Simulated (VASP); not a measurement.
# ZrSeBr: structure and properties in VASP, part 4 of 6

What structure does ZrSeBr take at this level, and what are its properties? The cell is invented: other elements were put on sites of a known structure type. It may not be a known or stable phase.

VASP 6.6.1; BLYP; plane waves and PAW (Zr_sv, Se, Br); invented cell.

Still holding for the runs below: This run has no spin polarisation. Its electron count is odd, so without a moment it is a metal by construction.

So far. Step 7 (Bands along the symmetry lines (BLYP)): There is no gap at this level. Step 8 (Total and projected DOS (BLYP)): The finer mesh and the other smearing move the Fermi level by -0.08 eV from the 5×5×7 run, one measure of the sampling error in the zero of the bands above. Of the states within 0.3 eV of the Fermi level, the largest shares in the PAW spheres are Zr d 47 % and Se p 12 %. The rest lies in smaller channels or between the spheres.

## Step 9: Vibrations at Γ (BLYP)

Zone-centre modes test whether the atoms sit at a minimum within this cell. IBRION = 8 takes the force constants from linear response, which needs tightly converged orbitals.

The input, INCAR:

```
SYSTEM = ZrSeBr
PREC = Accurate
ENCUT = 400
EDIFF = 1E-08
NELM = 100
ISMEAR = 1
SIGMA = 0.2
LREAL = .FALSE.
ALGO = Normal
GGA = B5
ALDAX = 1
AGGAX = 1
AGGAC = 1
ALDAC = 0
NBANDS = 18
LORBIT = 11
LWAVE = .FALSE.
LCHARG = .FALSE.
IBRION = 8
ISIF = 2
```

The input, POSCAR:

```
ZrSeBr
1.0
    5.0760089739      0.0000000000      0.0000000000
   -2.5380044870      4.3959527212      0.0000000000
    0.0000000000      0.0000000000      3.2121108523
Zr Se Br
1 1 1
Direct
    0.0000000000      0.0000000000      0.5000000000
    0.3333333300      0.6666666700      0.0000000000
    0.6666666700      0.3333333300      0.0000000000
```

The input, KPOINTS:

```
Automatic mesh
0
Gamma
9 9 12
0 0 0
```

The projector-augmented-wave data sets are Zr_sv, Se and Br (PBE family, release 64).

Command:

```bash
mpirun -np 1 vasp_std
```

Output:

```text
[... set-up lines as in an earlier step ...]
 entering main loop
       N       E                     dE             d eps       ncg     rms          rms(c)
DAV:   1     0.150753878427E+03    0.15075E+03   -0.10684E+04  3032   0.101E+03
DAV:   2    -0.248555457742E+01   -0.15324E+03   -0.15036E+03  3930   0.265E+02
DAV:   3    -0.135147360207E+02   -0.11029E+02   -0.10883E+02  5032   0.595E+01
DAV:   4    -0.137703736661E+02   -0.25564E+00   -0.25026E+00  3974   0.841E+00
DAV:   5    -0.137755620541E+02   -0.51884E-02   -0.51830E-02  4366   0.947E-01    0.102E+01
DAV:   6    -0.121160025782E+02    0.16596E+01   -0.13604E+01  3282   0.130E+01    0.609E+00
DAV:   7    -0.117678150869E+02    0.34819E+00   -0.27163E+00  3302   0.653E+00    0.372E+00
DAV:   8    -0.117772153484E+02   -0.94003E-02   -0.12328E+00  3230   0.437E+00    0.178E+00
DAV:   9    -0.116958714042E+02    0.81344E-01   -0.38282E-01  3244   0.234E+00    0.328E-01
DAV:  10    -0.116966697255E+02   -0.79832E-03   -0.97172E-03  3352   0.548E-01    0.191E-01
DAV:  11    -0.116966428498E+02    0.26876E-04   -0.54949E-04  3972   0.137E-01    0.906E-02
DAV:  12    -0.116965691844E+02    0.73665E-04   -0.52356E-04  3588   0.103E-01    0.191E-02
DAV:  13    -0.116965708722E+02   -0.16877E-05   -0.17232E-05  3640   0.253E-02    0.108E-02
DAV:  14    -0.116965716080E+02   -0.73585E-06   -0.11054E-05  3428   0.176E-02    0.430E-03
DAV:  15    -0.116965714242E+02    0.18380E-06   -0.34676E-06  3478   0.670E-03    0.244E-03
DAV:  16    -0.116965713819E+02    0.42297E-07   -0.58960E-07  3418   0.312E-03    0.605E-04
DAV:  17    -0.116965714236E+02   -0.41707E-07   -0.16234E-08  2452   0.865E-04    0.333E-04
DAV:  18    -0.116965714350E+02   -0.11356E-07   -0.27124E-09  1606   0.333E-04    0.128E-04
DAV:  19    -0.116965714328E+02    0.21644E-08   -0.68647E-10  1564   0.156E-04
   1 F= -.11696571E+02 E0= -.11694541E+02  d E =-.609174E-02
 Linear response reoptimize wavefunctions to high precision
DAV:   1    -0.116965714309E+02    0.18879E-08   -0.29286E-10  1682   0.765E-05
DAV:   2    -0.116965714310E+02   -0.32060E-10   -0.33716E-11  1562   0.318E-05
 Linear response DOF=           6
 Linear response progress:
  Degree of freedom:   1/  6
       N       E                     dE             d eps       ncg     rms          rms(c)
RMM:   1    -0.757341802791E+00   -0.75734E+00    0.16313E+00 11564   0.119E+01
RMM:   2    -0.733118191463E+00    0.24224E-01   -0.16574E-01 16594   0.236E+00    0.132E-01
RMM:   3    -0.735678472149E+00   -0.25603E-02   -0.27175E-02 17998   0.700E-01    0.749E-02
RMM:   4    -0.737715641029E+00   -0.20372E-02   -0.50376E-03 22344   0.234E-01    0.678E-02
RMM:   5    -0.737979986142E+00   -0.26435E-03   -0.58298E-04 21225   0.913E-02    0.248E-02
RMM:   6    -0.737913444707E+00    0.66541E-04   -0.76842E-05 22134   0.430E-02    0.807E-03
RMM:   7    -0.737890063017E+00    0.23382E-04   -0.10409E-05 22530   0.159E-02    0.330E-03
RMM:   8    -0.737862937788E+00    0.27125E-04   -0.74825E-06 23588   0.114E-02    0.415E-03
RMM:   9    -0.737879869220E+00   -0.16931E-04   -0.21263E-06 21899   0.490E-03    0.100E-03
RMM:  10    -0.737888890677E+00   -0.90215E-05    0.13407E-07 24053   0.269E-03    0.278E-04
RMM:  11    -0.737886222317E+00    0.26684E-05   -0.14762E-07 23774   0.138E-03    0.488E-05
RMM:  12    -0.737885866828E+00    0.35549E-06    0.48908E-08 26200   0.754E-04    0.157E-05
RMM:  13    -0.737886056334E+00   -0.18951E-06   -0.59351E-08 26972   0.443E-04    0.687E-06
RMM:  14    -0.737886152292E+00   -0.95957E-07   -0.17693E-08 26613   0.284E-04    0.348E-06
RMM:  15    -0.737886143350E+00    0.89416E-08   -0.51165E-08 26216   0.197E-04    0.281E-06
 first order change of Fermi-energy   0.31736E-03
 force on displaced ion       1 direction 1 :   3.166   0.005   0.000
 Linear response progress:
  Degree of freedom:   2/  6
       N       E                     dE             d eps       ncg     rms          rms(c)
RMM:   1    -0.627467362610E+00   -0.62747E+00    0.33788E+00  4900   0.128E+01
RMM:   2    -0.589112148943E+00    0.38355E-01   -0.24702E-01  6746   0.246E+00    0.196E-01
RMM:   3    -0.588771617984E+00    0.34053E-03   -0.37042E-02  7580   0.805E-01    0.887E-02
RMM:   4    -0.590058496081E+00   -0.12869E-02   -0.62107E-03  9111   0.271E-01    0.579E-02
RMM:   5    -0.590739384530E+00   -0.68089E-03   -0.81580E-04  8568   0.936E-02    0.200E-02
RMM:   6    -0.590851780428E+00   -0.11240E-03   -0.72249E-05  9003   0.311E-02    0.632E-03
RMM:   7    -0.590831051529E+00    0.20729E-04   -0.12788E-05  9353   0.121E-02    0.330E-03
RMM:   8    -0.590758524035E+00    0.72527E-04   -0.23936E-06  9303   0.620E-03    0.849E-04
RMM:   9    -0.590763543356E+00   -0.50193E-05   -0.92144E-07  9722   0.283E-03    0.268E-04
RMM:  10    -0.590766215826E+00   -0.26725E-05   -0.89604E-09  9724   0.139E-03    0.139E-04
RMM:  11    -0.590766299474E+00   -0.83648E-07   -0.30837E-07 10257   0.734E-04    0.253E-05
RMM:  12    -0.590766067593E+00    0.23188E-06    0.14803E-08 10437   0.417E-04    0.289E-05
RMM:  13    -0.590766086340E+00   -0.18748E-07   -0.35762E-08 10634   0.245E-04    0.189E-05
RMM:  14    -0.590766251994E+00   -0.16565E-06   -0.15152E-09 10639   0.153E-04    0.160E-05
RMM:  15    -0.590766208349E+00    0.43645E-07   -0.62105E-09 10398   0.984E-05    0.209E-05
RMM:  16    -0.590766295511E+00   -0.87162E-07    0.41809E-09  9376   0.727E-05    0.751E-06
RMM:  17    -0.590766294248E+00    0.12635E-08    0.83836E-10 10227   0.482E-05    0.647E-06
 first order change of Fermi-energy  -0.51714E-03
 force on displaced ion       1 direction 3 :   0.000  -0.000   3.322
 Linear response progress:
  Degree of freedom:   3/  6
       N       E                     dE             d eps       ncg     rms          rms(c)
RMM:   1    -0.936924323183E-01   -0.93692E-01    0.31608E-02 23906   0.116E+00
RMM:   2    -0.910623255525E-01    0.26301E-02   -0.61899E-03 19151   0.321E-01    0.652E-02
RMM:   3    -0.913031549364E-01   -0.24083E-03   -0.59808E-04 19524   0.883E-02    0.398E-02
RMM:   4    -0.916197157080E-01   -0.31656E-03   -0.15459E-04 18196   0.571E-02    0.696E-03
RMM:   5    -0.915673943894E-01    0.52321E-04   -0.28261E-05 20763   0.197E-02    0.473E-03
RMM:   6    -0.915943780017E-01   -0.26984E-04   -0.12665E-05 21006   0.974E-03    0.202E-03
RMM:   7    -0.916024732748E-01   -0.80953E-05   -0.37262E-06 22767   0.430E-03    0.119E-03
RMM:   8    -0.916098783620E-01   -0.74051E-05   -0.15929E-07 20031   0.254E-03    0.310E-04
RMM:   9    -0.916094297892E-01    0.44857E-06    0.11311E-06 24069   0.110E-03    0.915E-05
RMM:  10    -0.916102073618E-01   -0.77757E-06    0.34149E-07 22906   0.504E-04    0.232E-05
RMM:  11    -0.916101719842E-01    0.35378E-07    0.23651E-07 24792   0.236E-04    0.160E-05
RMM:  12    -0.916101390223E-01    0.32962E-07    0.20144E-08 24247   0.115E-04    0.644E-06
RMM:  13    -0.916101384204E-01    0.60192E-09    0.26092E-08 24749   0.597E-05    0.245E-06
 first order change of Fermi-energy  -0.24058E-03
 force on displaced ion       2 direction 1 :  -3.671   0.001   0.000
 Linear response progress:
  Degree of freedom:   4/  6
       N       E                     dE             d eps       ncg     rms          rms(c)
RMM:   1    -0.746451554973E-01   -0.74645E-01    0.24104E-02  8620   0.107E+00
RMM:   2    -0.743784884947E-01    0.26667E-03   -0.51766E-03  7785   0.241E-01    0.555E-02
RMM:   3    -0.748031493491E-01   -0.42466E-03   -0.48949E-04  7708   0.685E-02    0.369E-02
RMM:   4    -0.755832322124E-01   -0.78008E-03   -0.10690E-04  7037   0.561E-02    0.589E-03
RMM:   5    -0.755400482897E-01    0.43184E-04   -0.19634E-05  8436   0.167E-02    0.440E-03
RMM:   6    -0.755418758310E-01   -0.18275E-05   -0.33355E-06  8077   0.728E-03    0.237E-03
RMM:   7    -0.755776947512E-01   -0.35819E-04   -0.13657E-06  7547   0.492E-03    0.830E-04
RMM:   8    -0.755746853123E-01    0.30094E-05   -0.91501E-07  8740   0.200E-03    0.161E-04
RMM:   9    -0.755761531579E-01   -0.14678E-05    0.61833E-07  8778   0.892E-04    0.517E-05
RMM:  10    -0.755760294271E-01    0.12373E-06   -0.33190E-08  9378   0.384E-04    0.324E-05
RMM:  11    -0.755762008614E-01   -0.17143E-06    0.43086E-07  9642   0.174E-04    0.121E-05
RMM:  12    -0.755761903525E-01    0.10509E-07    0.90082E-09  9111   0.919E-05    0.398E-06
RMM:  13    -0.755761844639E-01    0.58886E-08    0.10219E-07  9729   0.501E-05    0.266E-06
RMM:  14    -0.755761575040E-01    0.26960E-07   -0.20023E-09  9051   0.302E-05    0.664E-07
RMM:  15    -0.755761195579E-01    0.37946E-07    0.24616E-08  8234   0.209E-05    0.379E-07
RMM:  16    -0.755761310153E-01   -0.11457E-07    0.19425E-09  6130   0.164E-05    0.307E-07
RMM:  17    -0.755761505224E-01   -0.19507E-07    0.42761E-10  5982   0.145E-05    0.357E-07
RMM:  18    -0.755761170790E-01    0.33443E-07    0.50002E-08  4555   0.134E-05    0.268E-07
RMM:  19    -0.755760719979E-01    0.45081E-07    0.24792E-08  3491   0.130E-05    0.841E-08
 first order change of Fermi-energy  -0.12959E-02
 force on displaced ion       2 direction 3 :  -0.000  -0.000   4.377
 Linear response progress:
  Degree of freedom:   5/  6
       N       E                     dE             d eps       ncg     rms          rms(c)
RMM:   1    -0.154548876103E+00   -0.15455E+00    0.69720E-02 24165   0.161E+00
RMM:   2    -0.151134321542E+00    0.34146E-02   -0.60998E-03 18676   0.368E-01    0.773E-02
RMM:   3    -0.151583154826E+00   -0.44883E-03   -0.51942E-04 19632   0.931E-02    0.431E-02
RMM:   4    -0.152237738994E+00   -0.65458E-03   -0.96986E-05 18520   0.524E-02    0.748E-03
RMM:   5    -0.152280237870E+00   -0.42499E-04   -0.17085E-05 22446   0.165E-02    0.444E-03
RMM:   6    -0.152328196304E+00   -0.47958E-04   -0.12088E-06 19102   0.963E-03    0.939E-04
RMM:   7    -0.152334900569E+00   -0.67043E-05   -0.72164E-06 22926   0.392E-03    0.597E-04
RMM:   8    -0.152342165657E+00   -0.72651E-05    0.28669E-06 22174   0.189E-03    0.162E-04
RMM:   9    -0.152340671365E+00    0.14943E-05    0.22923E-07 23845   0.823E-04    0.664E-05
RMM:  10    -0.152340938989E+00   -0.26762E-06    0.15707E-06 23681   0.377E-04    0.342E-05
RMM:  11    -0.152340935930E+00    0.30587E-08    0.50697E-07 23321   0.184E-04    0.166E-05
RMM:  12    -0.152340894545E+00    0.41385E-07    0.58042E-07 23217   0.962E-05    0.816E-06
RMM:  13    -0.152340876519E+00    0.18027E-07    0.33863E-08 24464   0.513E-05    0.283E-06
RMM:  14    -0.152340890775E+00   -0.14256E-07    0.92789E-08 24069   0.299E-05    0.114E-06
RMM:  15    -0.152340829526E+00    0.61249E-07   -0.68119E-09 22732   0.198E-05    0.842E-07
RMM:  16    -0.152340853638E+00   -0.24112E-07   -0.63901E-10 18571   0.148E-05    0.504E-07
RMM:  17    -0.152340771297E+00    0.82341E-07   -0.11842E-08 15325   0.125E-05    0.400E-07
RMM:  18    -0.152340839500E+00   -0.68203E-07    0.53416E-08 12345   0.113E-05    0.421E-07
RMM:  19    -0.152340831859E+00    0.76412E-08   -0.15501E-09 10652   0.107E-05    0.372E-07
 first order change of Fermi-energy  -0.62019E-04
 force on displaced ion       3 direction 1 :  -4.095  -0.002   0.000
 Linear response progress:
  Degree of freedom:   6/  6
       N       E                     dE             d eps       ncg     rms          rms(c)
RMM:   1    -0.129920653236E+00   -0.12992E+00    0.45375E-02  8724   0.151E+00
RMM:   2    -0.129277564855E+00    0.64309E-03   -0.65034E-03  7831   0.294E-01    0.542E-02
RMM:   3    -0.129990601653E+00   -0.71304E-03   -0.56617E-04  7874   0.742E-02    0.359E-02
RMM:   4    -0.131252751234E+00   -0.12621E-02   -0.99833E-05  7119   0.582E-02    0.421E-03
RMM:   5    -0.131159354151E+00    0.93397E-04   -0.20140E-05  8784   0.161E-02    0.294E-03
RMM:   6    -0.131206090475E+00   -0.46736E-04   -0.30833E-06  7900   0.857E-03    0.729E-04
RMM:   7    -0.131203506974E+00    0.25835E-05   -0.26127E-06  9011   0.330E-03    0.679E-04
RMM:   8    -0.131203174658E+00    0.33232E-06    0.86716E-07  8595   0.154E-03    0.379E-04
RMM:   9    -0.131209490316E+00   -0.63157E-05    0.60656E-07  8239   0.952E-04    0.673E-05
RMM:  10    -0.131209975335E+00   -0.48502E-06    0.99241E-07  9310   0.378E-04    0.321E-05
RMM:  11    -0.131209971710E+00    0.36248E-08    0.55802E-07  9314   0.178E-04    0.983E-06
RMM:  12    -0.131209824750E+00    0.14696E-06    0.32579E-07  9834   0.869E-05    0.580E-06
RMM:  13    -0.131209763328E+00    0.61422E-07    0.81052E-08  9577   0.458E-05    0.225E-06
RMM:  14    -0.131209757609E+00    0.57192E-08    0.45471E-08  9304   0.274E-05    0.768E-07
 first order change of Fermi-energy   0.17922E-02
 force on displaced ion       3 direction 3 :  -0.000   0.000   4.546
 Linear response finished
```

Run time: 18 min. Hardware: 1 MPI rank of Intel Xeon 6975P-C (Granite Rapids), shared host; peak memory 0.66 GiB.

From OUTCAR (step 9):

```text
   k-points           NKPTS =     84   k-points in BZ     NKDIM =     84   number of bands    NBANDS=     18

   NELECT =      25.0000    total number of electrons

  Total        0.0498402      0.0498402      0.4488866     -0.0000000      0.0000000     -0.0000000
  in kB        1.1140997      1.1140997     10.0341671     -0.0000000      0.0000000     -0.0000000
  external PRESSURE =       4.0874555 kB  Pullay stress =       0.0000000 kB

 POSITION                                       TOTAL-FORCE (eV/Angst)
 -----------------------------------------------------------------------------------
      0.00000      0.00000      1.60606         0.000000     -0.000000      0.000000
     -0.00000      2.93064      0.00000         0.000000      0.000000      0.000000
      2.53800      1.46532      0.00000        -0.000000      0.000000      0.000000
 -----------------------------------------------------------------------------------
    total drift:                               -0.000007      0.000004      0.000000

 Eigenvectors and eigenvalues of the dynamical matrix
 ----------------------------------------------------

   1 f  =    5.364802 THz    33.708042 2PiTHz  178.950516 cm-1    22.187026 meV
             X         Y         Z           dx          dy          dz
      0.000000  0.000000  1.606055     0.018900   -0.009811   -0.000000
     -0.000000  2.930635  0.000000     0.619103   -0.321380    0.000000
      2.538005  1.465318  0.000000    -0.635676    0.329983   -0.000000

   2 f  =    5.364802 THz    33.708042 2PiTHz  178.950516 cm-1    22.187026 meV
             X         Y         Z           dx          dy          dz
      0.000000  0.000000  1.606055    -0.009811   -0.018900    0.000000
     -0.000000  2.930635  0.000000    -0.321380   -0.619103   -0.000000
      2.538005  1.465318  0.000000     0.329983    0.635676   -0.000000

   3 f  =    0.003049 THz     0.019158 2PiTHz    0.101709 cm-1     0.012610 meV
             X         Y         Z           dx          dy          dz
      0.000000  0.000000  1.606055    -0.000000   -0.000000    0.603350
     -0.000000  2.930635  0.000000    -0.000000   -0.000000    0.562391
      2.538005  1.465318  0.000000    -0.000000   -0.000000    0.565407

   4 f  =    0.001325 THz     0.008326 2PiTHz    0.044200 cm-1     0.005480 meV
             X         Y         Z           dx          dy          dz
      0.000000  0.000000  1.606055     0.137817    0.587727    0.000000
     -0.000000  2.930635  0.000000     0.128323    0.547236    0.000000
      2.538005  1.465318  0.000000     0.129075    0.550444    0.000000

   5 f  =    0.001325 THz     0.008326 2PiTHz    0.044200 cm-1     0.005480 meV
             X         Y         Z           dx          dy          dz
      0.000000  0.000000  1.606055    -0.587727    0.137817   -0.000000
     -0.000000  2.930635  0.000000    -0.547236    0.128323   -0.000000
      2.538005  1.465318  0.000000    -0.550444    0.129075   -0.000000

   6 f/i=    3.657288 THz    22.979420 2PiTHz  121.994005 cm-1    15.125322 meV
             X         Y         Z           dx          dy          dz
      0.000000  0.000000  1.606055     0.367164    0.707333    0.000000
     -0.000000  2.930635  0.000000    -0.204741   -0.394428   -0.000000
      2.538005  1.465318  0.000000    -0.188486   -0.363114   -0.000000

   7 f/i=    3.657288 THz    22.979420 2PiTHz  121.994005 cm-1    15.125322 meV
             X         Y         Z           dx          dy          dz
      0.000000  0.000000  1.606055     0.707333   -0.367164    0.000000
     -0.000000  2.930635  0.000000    -0.394428    0.204741   -0.000000
      2.538005  1.465318  0.000000    -0.363114    0.188486   -0.000000

   8 f/i=    3.738908 THz    23.492250 2PiTHz  124.716537 cm-1    15.462873 meV
             X         Y         Z           dx          dy          dz
      0.000000  0.000000  1.606055     0.000000   -0.000000   -0.796686
     -0.000000  2.930635  0.000000    -0.000000    0.000000    0.456628
      2.538005  1.465318  0.000000    -0.000000    0.000000    0.395957

   9 f/i=    4.730127 THz    29.720267 2PiTHz  157.780067 cm-1    19.562226 meV
             X         Y         Z           dx          dy          dz
      0.000000  0.000000  1.606055    -0.000000    0.000000   -0.035498
     -0.000000  2.930635  0.000000     0.000000   -0.000000   -0.689353
      2.538005  1.465318  0.000000     0.000000   -0.000000    0.723556

 ELASTIC MODULI CONTR FROM IONIC RELAXATION (kBar)
 Direction    XX          YY          ZZ          XY          YZ          ZX
 --------------------------------------------------------------------------------
 XX        -714.7114    714.7114      0.0000      0.0000     -0.0000      0.0000
 YY         714.7114   -714.7114     -0.0000      0.0000      0.0000     -0.0000
 ZZ           0.0000     -0.0000     -0.0000      0.0000      0.0000     -0.0000
 XY           0.0000      0.0000      0.0000   -714.7114     -0.0000      0.0000
 YZ          -0.0000      0.0000      0.0000     -0.0000     -0.0000      0.0000
 ZX           0.0000     -0.0000     -0.0000      0.0000      0.0000     -0.0000
 --------------------------------------------------------------------------------

[... 6 parts as in an earlier step ...]

[... 4 further parts left out ...]
```

Energies printed during the response cycles are not total energies of the cell.

This step gave:

- bands: 18
- irreducible k-points: 84
- pressure of the cell: 0.4087 GPa
- largest force of the cell: 0 eV/Å
- Fermi energy: 6.935 eV

Modes at Γ, with each element's share of the kinetic energy (negative means imaginary):

```
mode  frequency (cm⁻¹)  symmetry  Zr %  Se %  Br %
   1            -157.8      A2''     0    48    52
   2            -124.7      A2''    63    21    16
   3            -122.0        E'    64    20    17
   4            -122.0        E'    64    20    17
   5               0.0  acoustic    36    32    32
   6               0.0  acoustic    36    32    32
   7               0.1  acoustic    36    32    32
   8             179.0        E'     0    49    51
   9             179.0        E'     0    49    51
```

Displacements in mode 1 (-157.8 cm⁻¹), the largest set to 1:
```
Zr1  0.00  0.00 -0.05
Se2  0.00  0.00 -0.96
Br3  0.00  0.00  1.00
```

Displacements in mode 8 (179.0 cm⁻¹), the largest set to 1:
```
Zr1 -0.01 -0.03  0.00
Se2 -0.51 -0.98  0.00
Br3  0.52  1.00  0.00
```

The three acoustic modes lie within 0.1 cm⁻¹ of zero, but 4 optical modes are imaginary, so the cell is a saddle point and not a minimum. By the characters of their eigenvectors the optical modes sort into (cm⁻¹) Raman active: E' 122i, E' 179; infrared active: A2'' 158i, A2'' 125i, E' 122i, E' 179.

(Continued in part 5 of 6.)

[Lines on the potential files, build, host, timing and source positions are cut from VASP's logs without a mark.]

[Logs are printed without paths, hosts, clocks, repeated set-up lines and the standing remarks that a program may print on its own settings, such as how far it seeks lower states.]

[Hosts, paths, dates, database ids (printed as entryN), source tags and the programs' standing remarks are cut or masked in the printed files.]

[A measured line is paired with the nearest computed mode of its activity, which favours agreement.]
